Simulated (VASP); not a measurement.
Given:

```
TiO2
1.0
   -1.92569     1.92569     4.90721
    1.92569    -1.92569     4.90721
    1.92569     1.92569    -4.90721
Ti O
2 4
Direct
  0.75000   0.25000   0.50000
  0.00000   0.00000   0.00000
  0.54293   0.04293   0.50000
  0.79293   0.79293   0.00000
  0.20707   0.20707   0.00000
  0.95707   0.45707   0.50000
```

These are vdW-DF2, VASP's PBE PAW potentials (set 64) (plane waves; VASP) values and carry that method's errors. Settings: 520 eV cut-off, Gaussian smearing of 0.050 eV, potentials Ti_sv O.

Problem. Predict the band gap (along the path) with the smallest direct gap where there is one.

Solution. 
The band gap (along the path) is 1.97 eV and the smallest direct gap (along the path) is 2.29 eV.

Only differences to runs with the same potentials and settings are physical.

The compound is TiO2 in the anatase structure, one of several forms; rutile is the usual stable one. It was relaxed first, which changed the volume by +7 %.
